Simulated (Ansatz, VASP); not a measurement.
# Cross-check of SnO (Romarchite) between VASP and Ansatz, part 2 of 2

Wanted: the spread between two codes on one cell, functional and k mesh. The structure shown is the start of the Ansatz relaxation below; VASP solves that cell, so the two are compared at the walk's first step.

VASP 6.6.1 and Ansatz 0.2.0.

So far. Step 3 (VASP: single point, PBE with D3(BJ), start cell, pair 1): The run ends at a pressure of 6.58 GPa, with forces up to 0.41 eV/Å.

## 7. VASP: single point, PBE with D3(BJ), start cell, pair 2

Level of this step: PBE with D3(BJ); plane waves and PAW (O, Sn_d) (VASP).

The same cell, functional, mesh and smearing now go to VASP, with its own data sets.

The input, INCAR:

```
SYSTEM = SnO
PREC = Accurate
ENCUT = 520
EDIFF = 1E-06
NELM = 120
ISMEAR = 1
SIGMA = 0.2
LREAL = .FALSE.
ALGO = Normal
GGA = PE
IVDW = 12
NBANDS = 26
LORBIT = 11
LWAVE = .FALSE.
LCHARG = .FALSE.
ISIF = 2
LASPH = .TRUE.
GGA_COMPAT = .FALSE.
KPAR = 2
```

The input, POSCAR:

```
SnO
1.0
    3.7718650000      0.0000000000      0.0000000000
    0.0000000000      3.7718650000      0.0000000000
    0.0000000000      0.0000000000      4.5309580000
O Sn
2 2
Direct
    0.0000000000      0.0000000000      0.0000000000
    0.4999998674      0.4999998674      0.0000000000
    0.4999998674      0.0000000000      0.2541623648
    0.0000000000      0.4999998674      0.7458374145
```

The input, KPOINTS:

```
Automatic mesh
0
Gamma
12 12 10
0 0 0
```

The projector-augmented-wave data sets are O and Sn_d (PBE family, release 64).

On the command line:

```console
$ mpirun -np 2 vasp_std
```

Numbers of over 12 decimals in the logs are rounded to 6 here.

Log:

```text
[... set-up lines as in an earlier step ...]
 entering main loop
       N       E                     dE             d eps       ncg     rms          rms(c)
DAV:   1     0.403554858637E+03    0.40355E+03   -0.20393E+04  8914   0.243E+03
DAV:   2     0.322101485014E+02   -0.37134E+03   -0.36014E+03  9176   0.542E+02
DAV:   3    -0.235464156816E+02   -0.55757E+02   -0.54688E+02 10026   0.186E+02
DAV:   4    -0.260617962946E+02   -0.25154E+01   -0.24992E+01 10434   0.413E+01
[...]
DAV:  12    -0.225353608319E+02   -0.46527E-04   -0.39577E-04  9224   0.117E-01    0.370E-02
DAV:  13    -0.225353483571E+02    0.12475E-04   -0.46648E-05 12576   0.752E-02    0.606E-03
DAV:  14    -0.225353479462E+02    0.41084E-06   -0.71400E-06 10248   0.161E-02
   1 F= -.23557746E+02 E0= -.23557349E+02  d E =-.119250E-02
```

From OUTCAR (step 7):

```text
 Edisp (eV)   -1.02240

  Total       2.15261     2.15261     2.02943     0.00000     0.00000     0.00000
  in kB      53.50241    53.50241    50.44072     0.00000     0.00000     0.00000
  external pressure =       52.48 kB  Pullay stress =        0.00 kB

 POSITION                                       TOTAL-FORCE (eV/Angst)
 -----------------------------------------------------------------------------------
      0.00000      0.00000      0.00000        -0.000000      0.000000     -0.000000
      1.88593      1.88593      0.00000         0.000000      0.000000     -0.000000
      1.88593      0.00000      1.15160         0.000000      0.000000      0.396572
      0.00000      1.88593      3.37936        -0.000000      0.000000     -0.396572
 -----------------------------------------------------------------------------------
    total drift:                                0.000771      0.000771      0.000451

  FREE ENERGIE OF THE ION-ELECTRON SYSTEM (eV)
  ---------------------------------------------------
  free  energy   TOTEN  =       -23.5577463235 eV

  energy  without entropy=      -23.5565538249  energy(sigma->0) =      -23.55734882

[... 1 part as in an earlier step ...]

[... 2 further parts left out ...]
[key lines of the parts left out:]
E-fermi :   8.2192
```

The run ends at a pressure of 5.25 GPa, with forces up to 0.40 eV/Å.

## 8. Differences

Forces (eV/Å; atoms numbered as in POSCAR):

```csv
atom,"Ansatz x, y, z","VASP x, y, z"
O1,"0.000, 0.000, 0.000","0.000, 0.000, 0.000"
O2,"0.000, 0.000, 0.000","0.000, 0.000, 0.000"
Sn3,"0.000, 0.000, 0.300","0.000, 0.000, 0.397"
Sn4,"0.000, 0.000, -0.300","0.000, 0.000, -0.397"
```

The forces differ by 39 meV/Å r.m.s., which is 24.4 % of the r.m.s. force of 0.162 eV/Å (both taken over all components).

## 9. Other set-ups

Further runs change the set-up of one program: Ansatz's method, potentials or start, or VASP's data sets, cutoff or form of LDA. The table gives that difference for each run.

```csv
run,r.m.s. force difference (meV/Å)
as above,39
VASP with a cutoff of 600 eV (perhaps on Ansatz's relaxed cell),37
```

## 10. Ansatz: relaxation, PBE with D3(BJ)

The two programs are compared at the cell with which this relaxation starts, whose forces are those of its first step. The cell compared in this pair holds 65.86 Å³, against 64.46 Å³ for the pair before.

The structure compared here is the start of the Ansatz relaxation; VASP solves that cell, so the two are compared at the walk's first step.

The input, input.yaml:

```yaml
crystal:
  lattice:
    - [3.7867205055, 0.0, 0.0]
    - [0.0, 3.7867205055, 0.0]
    - [0.0, 0.0, 4.593204695]
  atoms:
    - { symbol: O, position: [0.0, 0.0, 0.0] }
    - { symbol: O, position: [0.5, 0.5, 0.0] }
    - { symbol: Sn, position: [0.5, 0.0, 0.2504769841] }
    - { symbol: Sn, position: [0.0, 0.5, 0.7495230159] }
kpoints:
  mp_grid: { grid: [12, 12, 10] }
hamiltonian:
  xc: pbe
  dispersion: d3bj
  pseudopotentials: { kind: paw, azcp: { folder: soft_1 } }
scf:
  occupations: { method: methfessel_paxton, width: 0.2 }
output:
  forces: true
  stress: true
  eigenvalues: true
relax:
  adjacent_minimum: "off"
  f_tol: 0.001
  max_steps: 60
  cell: { stress_tol: 0.01, fix: [volume] }
```

On the command line:

```console
$ ansatz run input.yaml --threads 8 --pin off --max-ram 16384MiB --backend cpu --events-out ev --progress --plain --runs-dir out
```

Log:

```text
[...]
Crystal: 4 atoms, lattice volume = 65.863 Å³
Basis set: ecut = 420 eV, 1279 PW (Γ), exchange–correlation on 54×54×64 points (8 copies of the dense FFT grid, shifted against one another)
Bands: 24, of which v1, the nominal top of the filled ones, is band 20 counted from 1 (19 counted from 0)
Symmetry: 16 space group operations
[...]
k-points: 168 of 1440
[...]
--- Relaxed structure (5 steps of the walk, 5 accepted, 2 SCFs on fresh bases) ---
[...]
cell:  # Å, volume = 65.8631 Å³
    - [3.799002, 0, 0.0]
    - [0, 3.799002, 0.0]
    - [0.0, 0.0, 4.563556]
  atoms:
    - { symbol: O, position: [0, 0, 0] }
    - { symbol: O, position: [0.5, 0.5, 0] }
    - { symbol: Sn, position: [0.5, 0, 0.254162] }
    - { symbol: Sn, position: [0, 0.5, 0.745838] }
[key lines of the parts left out:]
SCF converged after 7 iterations
Free energy (F): -13184.449475 eV
Fermi energy:    10.925204 eV
P = ⅓ Tr σ = 2.5435 GPa (25.435 kbar)
```

## 11. VASP: single point, PBE with D3(BJ), start cell, pair 3

The same cell, functional, mesh and smearing now go to VASP, with its own data sets.

INCAR is that of step 7.

The input, POSCAR:

```
SnO
1.0
    3.7867210000      0.0000000000      0.0000000000
    0.0000000000      3.7867210000      0.0000000000
    0.0000000000      0.0000000000      4.5932050000
O Sn
2 2
Direct
    0.0000000000      0.0000000000      0.0000000000
    0.4999998680      0.4999998680      0.0000000000
    0.4999998680      0.0000000000      0.2504769545
    0.0000000000      0.4999998680      0.7495230455
```

KPOINTS is that of step 7.

On the command line:

```console
$ mpirun -np 2 vasp_std
```

Log:

```text
[... set-up lines as in an earlier step ...]
 entering main loop
       N       E                     dE             d eps       ncg     rms          rms(c)
DAV:   1     0.402795798303E+03    0.40280E+03   -0.20393E+04  8888   0.241E+03
DAV:   2     0.300117345417E+02   -0.37278E+03   -0.36212E+03  9408   0.542E+02
DAV:   3    -0.237425266917E+02   -0.53754E+02   -0.52951E+02  9848   0.184E+02
DAV:   4    -0.261390464240E+02   -0.23965E+01   -0.23840E+01 10460   0.409E+01
[...]
DAV:  12    -0.225858305514E+02   -0.47179E-04   -0.39793E-04  9204   0.117E-01    0.375E-02
DAV:  13    -0.225858187978E+02    0.11754E-04   -0.51136E-05 12604   0.790E-02    0.500E-03
DAV:  14    -0.225858185762E+02    0.22162E-06   -0.65514E-06  9612   0.156E-02
   1 F= -.23586020E+02 E0= -.23585940E+02  d E =-.239722E-03
```

From OUTCAR (step 11):

```text
 Edisp (eV)   -1.00020

  Total       1.73311     1.73311     1.58347     0.00000    -0.00000     0.00000
  in kB      42.15933    42.15933    38.51916     0.00000    -0.00000     0.00000
  external pressure =       40.95 kB  Pullay stress =        0.00 kB

 POSITION                                       TOTAL-FORCE (eV/Angst)
 -----------------------------------------------------------------------------------
      0.00000      0.00000      0.00000        -0.000000      0.000000      0.000000
      1.89336      1.89336      0.00000        -0.000000      0.000000      0.000000
      1.89336      0.00000      1.15049         0.000000      0.000000      0.384733
      0.00000      1.89336      3.44271        -0.000000      0.000000     -0.384733
 -----------------------------------------------------------------------------------
    total drift:                                0.000774      0.000774     -0.000000

  FREE ENERGIE OF THE ION-ELECTRON SYSTEM (eV)
  ---------------------------------------------------
  free  energy   TOTEN  =       -23.5860195473 eV

  energy  without entropy=      -23.5857798253  energy(sigma->0) =      -23.58593964

[... 1 part as in an earlier step ...]

[... 2 further parts left out ...]
[key lines of the parts left out:]
E-fermi :   7.9598
```

The run ends at a pressure of 4.09 GPa, with forces up to 0.38 eV/Å.

## 12. Side by side

Forces (eV/Å; atoms numbered as in POSCAR):

```csv
atom,"Ansatz x, y, z","VASP x, y, z"
O1,"0.000, 0.000, 0.000","0.000, 0.000, 0.000"
O2,"0.000, 0.000, 0.000","0.000, 0.000, 0.000"
Sn3,"0.000, 0.000, 0.289","0.000, 0.000, 0.385"
Sn4,"0.000, 0.000, -0.289","0.000, 0.000, -0.385"
```

The forces differ by 39 meV/Å r.m.s., which is 24.9 % of the r.m.s. force of 0.157 eV/Å (both taken over all components).

## 13. Other set-ups

Further runs change the set-up of one program: Ansatz's method, potentials or start, or VASP's data sets, cutoff or form of LDA. The table gives that difference for each run.

```csv
run,r.m.s. force difference (meV/Å)
as above,39
VASP with a cutoff of 600 eV (perhaps on Ansatz's relaxed cell),36
```

## 14. Summary of results

```yaml
r_m_s_force_difference_single_point_pbe_with_d3_bj_start_cell_pair_1: 40 meV/Å
r_m_s_force_difference_single_point_pbe_with_d3_bj_start_cell_pair_2: 39 meV/Å
r_m_s_force_difference_single_point_pbe_with_d3_bj_start_cell_pair_3: 39 meV/Å
```

What this shows: The r.m.s. force difference is 40 meV/Å (single point, PBE with D3(BJ), start cell, pair 1), beyond the 12 meV/Å picked in this series as the mark of a large difference. 6 further runs of this series are not shown here. Such differences can come from data sets, numerical settings and the points named under the comparisons, not from the functional's error against experiment.

[Lines on the potential files, build, host, timing and source positions are cut from VASP's logs without a mark.]

[Logs are printed without paths, hosts, clocks, repeated set-up lines and the standing remarks that a program may print on its own settings, such as how far it seeks lower states.]

[Hosts, paths, dates, database ids (printed as entryN), source tags and the programs' standing remarks are cut or masked in the printed files.]

[Rows of further runs with another cutoff or data set may stand on the cell that Ansatz relaxed, not on the start cell of the pair above them.]
